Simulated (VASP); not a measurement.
Given:

```
CELL_PARAMETERS angstrom
      0.00000     2.00046     2.00046
      2.00046     0.00000     2.00046
      2.00046     2.00046     0.00000
ATOMIC_POSITIONS crystal
  Li 0.00000 0.00000 0.00000
  H  0.50000 0.50000 0.50000
```

These are PW91 GGA, VASP's PBE PAW potentials (set 64) (plane waves; VASP) values and carry that method's errors. Settings: 520 eV cut-off, 11×11×11 Γ-centred mesh, Gaussian smearing of 0.050 eV, potentials Li_sv H.

### Question
The job: LiH (rock salt), 2 atoms, PW91, static run, 520 eV, 11×11×11 Γ-centred mesh. Roughly how much core time does it take on a busy server core?

### Answer
About 5 core-seconds (one run on a shared machine, a rough figure). It had 56 irreducible k-points, 6 bands, up to 444 plane waves and 14 electronic steps.

The compound is LiH in the rock salt structure. It was relaxed first, which changed the volume by -6 %.
